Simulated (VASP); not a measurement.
All values below come from TPSS meta-GGA, VASP's PBE PAW potentials (set 64) (plane waves; VASP 6.6.1).

Input for VASP

KPOINTS:
```
Automatic mesh
0
Gamma
9 9 5
0 0 0
```

**INCAR**
```
# general
SYSTEM   =  AlN
PREC     =  Accurate
ENCUT    =  520   # plane-wave cut-off (eV)
LREAL    =  F
LASPH    =  T   # aspherical one-centre terms

# electronic loop
EDIFF    =  1E-7
NELM     =  100
ALGO     =  Normal
LMIXTAU  =  T

# smearing
ISMEAR   =  -5   # tetrahedra, Bloechl

# functional
METAGGA  =  TPSS

# ions
ISIF     =  2

# output
LWAVE    =  F
LCHARG   =  F
LORBIT   =  11   # lm-projected
NEDOS    =  601

# other
LEFG     =  T
```

POSCAR:
```
AlN
1
    1.5600912694    -2.7021573372     0.0000000000
    1.5600912694     2.7021573372    -0.0000000000
    0.0000000000     0.0000000000     4.9958740064
Al N
2 2
Direct
  0.6666670000   0.3333330000   0.5000403030
  0.3333330000   0.6666670000   0.0000403030
  0.6666670000   0.3333330000   0.8819596970
  0.3333330000   0.6666670000   0.3819596970
```

File KPOINTS_OPT:
```
k-points along high-symmetry lines
6
Line-mode
Reciprocal
  0.000000   0.000000   0.000000 ! GAMMA
  0.000000   0.500000   0.000000 ! M

  0.000000   0.500000   0.000000 ! M
 -0.333333   0.666667   0.000000 ! K

 -0.333333   0.666667   0.000000 ! K
  0.000000   0.000000   0.000000 ! GAMMA

  0.000000   0.000000   0.000000 ! GAMMA
  0.000000   0.000000   0.500000 ! A

  0.000000   0.000000   0.500000 ! A
  0.000000   0.500000   0.500000 ! L

  0.000000   0.500000   0.500000 ! L
 -0.333333   0.666667   0.500000 ! H

 -0.333333   0.666667   0.500000 ! H
  0.000000   0.000000   0.500000 ! A

  0.000000   0.500000   0.500000 ! L
  0.000000   0.500000   0.000000 ! M

 -0.333333   0.666667   0.500000 ! H
 -0.333333   0.666667   0.000000 ! K
```

POTCAR, in this order: Al N (PBE.64 set). Program: vasp_std.

The resulting files:

**OSZICAR**
```
       N       E                     dE             d eps       ncg     rms          rms(c)
DAV:   1     0.934672559506E+02    0.93467E+02   -0.76535E+03   864   0.132E+03
DAV:   2    -0.283079200018E+02   -0.12178E+03   -0.10959E+03  1504   0.359E+02
DAV:   3    -0.359542005150E+02   -0.76463E+01   -0.75398E+01  1200   0.910E+01
DAV:   4    -0.361910403563E+02   -0.23684E+00   -0.23567E+00  1364   0.200E+01
DAV:   5    -0.361954622633E+02   -0.44219E-02   -0.44196E-02  1200   0.240E+00    0.120E+01
DAV:   6    -0.424027009398E+02   -0.62072E+01   -0.12269E+01   872   0.477E+01    0.512E+00
DAV:   7    -0.412675240637E+02    0.11352E+01   -0.34869E+00  1008   0.163E+01    0.201E+00
DAV:   8    -0.421677633366E+02   -0.90024E+00   -0.32151E-01   908   0.669E+00    0.142E+00
DAV:   9    -0.416844740908E+02    0.48329E+00   -0.14150E-01   864   0.405E+00    0.746E-01
DAV:  10    -0.421059569990E+02   -0.42148E+00   -0.21840E-01   864   0.526E+00    0.200E-01
DAV:  11    -0.421643711428E+02   -0.58414E-01   -0.22801E-02  1052   0.141E+00    0.213E-01
DAV:  12    -0.421597129056E+02    0.46582E-02   -0.11320E-03  1056   0.337E-01    0.157E-01
DAV:  13    -0.421770014292E+02   -0.17289E-01   -0.96866E-03   864   0.120E+00    0.588E-02
DAV:  14    -0.421779299616E+02   -0.92853E-03   -0.10467E-03   864   0.339E-01    0.234E-02
DAV:  15    -0.421779512614E+02   -0.21300E-04   -0.12514E-05  1132   0.424E-02    0.171E-02
DAV:  16    -0.421780064354E+02   -0.55174E-04   -0.17859E-05   880   0.465E-02    0.101E-02
DAV:  17    -0.421779970150E+02    0.94204E-05   -0.58936E-06   872   0.277E-02    0.498E-03
DAV:  18    -0.421780074364E+02   -0.10421E-04   -0.26115E-06  1012   0.164E-02    0.121E-03
DAV:  19    -0.421780047338E+02    0.27027E-05   -0.31435E-07   996   0.658E-03    0.846E-04
DAV:  20    -0.421780065974E+02   -0.18636E-05   -0.19654E-07   864   0.522E-03    0.482E-04
DAV:  21    -0.421780055515E+02    0.10459E-05   -0.18148E-08   432   0.163E-03    0.197E-04
DAV:  22    -0.421780057523E+02   -0.20075E-06   -0.61737E-09   432   0.115E-03    0.927E-05
DAV:  23    -0.421780054002E+02    0.35210E-06   -0.10396E-09   432   0.425E-04    0.602E-05
DAV:  24    -0.421780052969E+02    0.10324E-06   -0.23621E-10   432   0.222E-04    0.234E-05
DAV:  25    -0.421780053160E+02   -0.19113E-07   -0.33197E-11   432   0.704E-05
   1 F= -.42178005E+02 E0= -.42178005E+02  d E =0.000000E+00
       N       E                     dE             ncg
       N       E                     dE             ncg
```

**OUTCAR**
```
------------------------ aborting loop because EDIFF is reached ----------------------------------------
  FORCE on cell =-STRESS in cart. coord.  units (eV):
  Direction    XX          YY          ZZ          XY          YZ          ZX
  --------------------------------------------------------------------------------------
  Total       -0.0116163     -0.0116163      0.0333225      0.0000000     -0.0000000      0.0000000
  in kB       -0.4418497     -0.4418497      1.2674950      0.0000000     -0.0000000      0.0000000
  external PRESSURE =       0.1279319 kB  Pullay stress =       0.0000000 kB
  volume of cell :       42.12
      direct lattice vectors                 reciprocal lattice vectors
     1.560091269 -2.702157337  0.000000000     0.320494070 -0.185037338  0.000000000
     1.560091269  2.702157337  0.000000000     0.320494070  0.185037338  0.000000000
     0.000000000  0.000000000  4.995874006     0.000000000  0.000000000  0.200165176
  FREE ENERGIE OF THE ION-ELECTRON SYSTEM (eV)
  ---------------------------------------------------
  free  energy   TOTEN  =       -42.1780053160 eV

  energy  without entropy=      -42.1780053160  energy(sigma->0) =      -42.17800532

 total charge

# of ion       s       p       d       tot
------------------------------------------
    1        0.375   0.437   0.000   0.811
    2        0.375   0.437   0.000   0.811
    3        1.234   2.654   0.000   3.888
    4        1.234   2.654   0.000   3.888
--------------------------------------------------
tot          3.217   6.182   0.000   9.398

 Electric field gradients after diagonalization (V/A^2)
 (convention: |V_zz| > |V_xx| > |V_yy|)
----------------------------------------------------------------------
 ion       V_xx      V_yy      V_zz     asymmetry (V_yy - V_xx)/ V_zz
----------------------------------------------------------------------
   1      -2.439    -2.439     4.879       0.000
   2      -2.439    -2.439     4.879       0.000
   3      -0.096    -0.095     0.191       0.003
   4      -0.096    -0.095     0.191       0.002
```
(Selected blocks of OUTCAR.)

**OUTCAR**
```
 val. band max:        5.9926777501   @ k =   0.0000   0.0000   0.0000

 cond. band min:      10.1335888022   @ k =   0.0000   0.0000   0.0000


 Fermi energy:         6.0291623844

 k-point     1 :       0.0000    0.0000    0.0000
  band No.  band energies     occupation
      1      -9.5705      2.00000
      2      -7.4800      2.00000
      3      -0.0323      2.00000
      4       5.1234      2.00000
      5       5.1234      2.00000
      6       5.7687      2.00000
      7       5.7688      2.00000
      8       5.9927      2.00000
      9      10.1336      0.00000
     10      12.7967      0.00000
     11      16.6507      0.00000
     12      17.3910      0.00000

 k-point     2 :       0.1111    0.0000    0.0000
  band No.  band energies     occupation
      1      -9.4160      2.00000
      2      -7.3946      2.00000
      3       0.1564      2.00000
      4       4.4155      2.00000
      5       4.9255      2.00000
      6       5.0742      2.00000
      7       5.7425      2.00000
      8       5.9225      2.00000
      9      10.8452      0.00000
     10      13.4108      0.00000
     11      15.9935      0.00000
     12      16.3851      0.00000

 k-point     3 :       0.2222    0.0000    0.0000
  band No.  band energies     occupation
      1      -8.9784      2.00000
      2      -7.1816      2.00000
      3       0.7044      2.00000
      4       2.9006      2.00000
      5       3.8124      2.00000
      6       4.5188      2.00000
      7       5.6149      2.00000
      8       5.6625      2.00000
      9      11.9907      0.00000
     10      13.9200      0.00000
     11      14.3947      0.00000
     12      15.9964      0.00000

 k-point     4 :       0.3333    0.0000    0.0000
  band No.  band energies     occupation
      1      -8.3519      2.00000
      2      -6.9771      2.00000
      3       1.4604      2.00000
      4       1.5446      2.00000
      5       2.6393      2.00000
      6       4.1402      2.00000
...
```

The compound is AlN in the wurtzite structure. It was relaxed first.
